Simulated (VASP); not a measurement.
These are PBE GGA, VASP's PBE PAW potentials (set 64) (plane waves; VASP 6.6.1) values and carry that method's errors.

Input for VASP

### INCAR
```
ALGO  =  Normal
EDIFF  =  1E-6
EDIFFG  =  -0.02
ENCUT  =  500
GGA  =  PE
IBRION  =  2
ISIF  =  3
ISMEAR  =  1
LASPH  =  .TRUE.
LCHARG  =  .FALSE.
LMAXMIX  =  6
LREAL  =  .FALSE.
LWAVE  =  .FALSE.
NELM  =  100
NSW  =  40
PREC  =  Accurate
PSTRESS  =  100
SIGMA  =  0.1
SYSTEM  =  Ta
```

File POSCAR:
```
Ta
1
   -1.6337879618     1.6337879618     1.6337879618
    1.6337879618    -1.6337879618     1.6337879618
    1.6337879618     1.6337879618    -1.6337879618
Ta
1
Direct
  0.0000000000   0.0000000000   0.0000000000
```

KPOINTS:
```
K-points
0
G
  16 16 16
0 0 0
```

POTCAR, in this order: Ta_pv (PBE.64 set). Program: vasp_std.

Output of the run:

**OUTCAR**
```
 ion  position               nearest neighbor table
   1  0.000  0.000  0.000-
  LATTYP: Found a body centered cubic cell.
 ALAT       =     3.2675759236
 Subroutine PRICEL returns:
 Original cell was already a primitive cell.
 Subroutine GETGRP returns: Found 48 space group operations
The static configuration has the point symmetry O_h .
The dynamic configuration has the point symmetry O_h .
 Subroutine INISYM returns: Found 48 space group operations
 Subroutine IBZKPT returns following result:
 Found    145 irreducible k-points:

 Following reciprocal coordinates:
            Coordinates               Weight
  0.000000  0.000000  0.000000      1.000000
  0.062500  0.000000  0.000000     12.000000
  0.125000  0.000000  0.000000     12.000000
  0.187500  0.000000  0.000000     12.000000
  0.250000  0.000000  0.000000     12.000000
  0.312500  0.000000  0.000000     12.000000
  0.375000  0.000000  0.000000     12.000000
  0.437500  0.000000  0.000000     12.000000
  0.500000  0.000000  0.000000      6.000000
  0.062500  0.062500  0.000000     24.000000
  0.125000  0.062500  0.000000     48.000000
  0.187500  0.062500  0.000000     48.000000
  0.250000  0.062500  0.000000     48.000000
  0.312500  0.062500  0.000000     48.000000
  0.375000  0.062500 -0.000000     48.000000
  0.437500  0.062500 -0.000000     48.000000
  0.125000  0.125000  0.000000     24.000000
  0.187500  0.125000  0.000000     48.000000
  0.250000  0.125000  0.000000     48.000000
  0.312500  0.125000  0.000000     48.000000
  0.375000  0.125000  0.000000     48.000000
  0.437500  0.125000  0.000000     24.000000
  0.187500  0.187500  0.000000     24.000000
  0.250000  0.187500  0.000000     48.000000
  0.312500  0.187500  0.000000     48.000000
  0.375000  0.187500  0.000000     48.000000
  0.250000  0.250000  0.000000     24.000000
  0.312500  0.250000  0.000000     48.000000
  0.375000  0.250000  0.000000     24.000000
  0.312500  0.312500  0.000000     24.000000
  0.062500  0.062500  0.062500      8.000000
  0.125000  0.062500  0.062500     24.000000
  0.187500  0.062500  0.062500     24.000000
  0.250000  0.062500  0.062500     24.000000
  0.312500  0.062500  0.062500     24.000000
  0.375000  0.062500  0.062500     24.000000
  0.437500  0.062500  0.062500     12.000000
 -0.062500  0.062500  0.062500      6.000000
  0.125000  0.125000  0.062500     24.000000
  0.187500  0.125000  0.062500     48.000000
   k-points           NKPTS =    145   k-points in BZ     NKDIM =    145   number of bands    NBANDS=      9
   number of dos      NEDOS =    301   number of ions     NIONS =      1
   total plane-waves  NPLWV =  13824
   dimension x,y,z NGX =    24 NGY =   24 NGZ =   24
   dimension x,y,z NGXF=    48 NGYF=   48 NGZF=   48
   ions per type =               1
   PREC   = accura    normal or accurate (medium, high low for compatibility)
   ISTART =      0    job   : 0-new  1-cont  2-samecut
   ICHARG =      2    charge: 1-file 2-atom 10-const
   ISPIN  =      1    spin polarized calculation?
   LNONCOLLINEAR =      F non collinear calculations
   LSORBIT =      F    spin-orbit coupling
   INIWAV =      1    electr: 0-lowe 1-rand  2-diag
   ENCUT  =  500.0 eV  36.75 Ry    6.06 a.u.   5.16  5.16  5.16*2*pi/ulx,y,z
   NELM   =    100;   NELMIN=  2; NELMDL= -5     # of ELM steps
   EDIFF  = 0.1E-05   stopping-criterion for ELM
   LREAL  =      F    real-space projection
   NLSPLINE    = F    spline interpolate recip. space projectors
   LMAXMIX     =    6 max onsite mixed and CHGCAR
   VOSKOWN=      0    Vosko Wilk Nusair interpolation
...
```

### OSZICAR
```
       N       E                     dE             d eps       ncg     rms          rms(c)
DAV:   1     0.437254714220E+02    0.43725E+02   -0.64909E+03  2610   0.114E+03
DAV:   2    -0.116135065727E+02   -0.55339E+02   -0.54440E+02  3290   0.241E+02
DAV:   3    -0.122188016052E+02   -0.60530E+00   -0.59589E+00  2974   0.258E+01
DAV:   4    -0.122221958103E+02   -0.33942E-02   -0.33928E-02  2979   0.169E+00
DAV:   5    -0.122222179360E+02   -0.22126E-04   -0.22125E-04  2944   0.115E-01    0.143E+01
DAV:   6    -0.118870704479E+02    0.33515E+00   -0.36255E-01  2706   0.747E+00    0.710E+00
DAV:   7    -0.117827171629E+02    0.10435E+00   -0.31138E-01  2736   0.657E+00    0.406E-01
DAV:   8    -0.117814834272E+02    0.12337E-02   -0.41748E-03  2823   0.840E-01    0.107E-01
DAV:   9    -0.117814596578E+02    0.23769E-04   -0.12318E-04  2780   0.146E-01    0.333E-02
DAV:  10    -0.117814543803E+02    0.52775E-05   -0.45231E-06  2915   0.309E-02    0.557E-03
DAV:  11    -0.117814544264E+02   -0.46106E-07   -0.20292E-07  1391   0.658E-03
   1 F= -.10692684E+02 E0= -.10692416E+02  d E =-.106927E+02
       N       E                     dE             d eps       ncg     rms          rms(c)
DAV:   1    -0.117880887705E+02   -0.66344E-02   -0.49238E-02  2658   0.326E+00    0.357E-01
DAV:   2    -0.117868935560E+02    0.11952E-02   -0.16255E-03  2667   0.516E-01    0.122E-01
DAV:   3    -0.117866307060E+02    0.26285E-03   -0.85061E-04  2702   0.359E-01    0.443E-02
DAV:   4    -0.117866333567E+02   -0.26507E-05   -0.11386E-05  3021   0.388E-02    0.460E-03
DAV:   5    -0.117866332014E+02    0.15523E-06   -0.83937E-07  1500   0.112E-02
   2 F= -.10692550E+02 E0= -.10692296E+02  d E =0.133793E-03
       N       E                     dE             d eps       ncg     rms          rms(c)
DAV:   1    -0.117836788187E+02    0.29545E-02   -0.26103E-02  2653   0.237E+00    0.260E-01
DAV:   2    -0.117830432090E+02    0.63561E-03   -0.85961E-04  2660   0.377E-01    0.888E-02
DAV:   3    -0.117829043944E+02    0.13881E-03   -0.45474E-04  2696   0.263E-01    0.329E-02
DAV:   4    -0.117829093765E+02   -0.49821E-05   -0.60787E-06  3024   0.283E-02    0.349E-03
DAV:   5    -0.117829094186E+02   -0.42037E-07   -0.49640E-07  1382   0.871E-03
   3 F= -.10692705E+02 E0= -.10692440E+02  d E =-.215192E-04
```

### OUTCAR
```
------------------------ aborting loop because EDIFF is reached ----------------------------------------
  FORCE on cell =-STRESS in cart. coord.  units (eV):
  Direction    XX          YY          ZZ          XY          YZ          ZX
  --------------------------------------------------------------------------------------
  Total        1.0910947      1.0910947      1.0910947      0.0000000      0.0000000     -0.0000000
  in kB      100.0816690    100.0816690    100.0816690      0.0000000      0.0000000     -0.0000000
  external PRESSURE =       0.0816690 kB  Pullay stress =     100.0000000 kB
  volume of cell :       17.47
      direct lattice vectors                 reciprocal lattice vectors
    -1.634504661  1.634504661  1.634504661     0.000000000  0.305903074  0.305903074
     1.634504661 -1.634504661  1.634504661     0.305903074  0.000000000  0.305903074
     1.634504661  1.634504661 -1.634504661     0.305903074  0.305903074  0.000000000
 POSITION                                       TOTAL-FORCE (eV/Angst)
 -----------------------------------------------------------------------------------
      0.00000      0.00000     -0.00000        -0.000000     -0.000000     -0.000000
 -----------------------------------------------------------------------------------
    total drift:                               -0.000000      0.000000      0.000000
  FREE ENERGIE OF THE ION-ELECTRON SYSTEM (eV)
  ---------------------------------------------------
  free  energy   TOTEN  =       -11.7829094186 eV

  energy  without entropy=      -11.7821152357  energy(sigma->0) =      -11.78264469
  enthalpy is  TOTEN    =       -10.6927050974 eV   P V=        1.0902043212

 reached required accuracy - stopping structural energy minimisation
```
(Selected blocks of OUTCAR.)

**CONTCAR**
```
Ta
   1.00000000000000
    -1.6345046610612248    1.6345046610612248    1.6345046610612248
     1.6345046610612248   -1.6345046610612248    1.6345046610612248
     1.6345046610612248    1.6345046610612248   -1.6345046610612248
  Ta
     1
Direct
     0.0000000000000000    0.0000000000000000    0.0000000000000000
```

The compound is Ta in the bcc structure. This run relaxes it under an external pressure of 10 GPa. Symmetry was kept, so distortions that lower it aren't found.
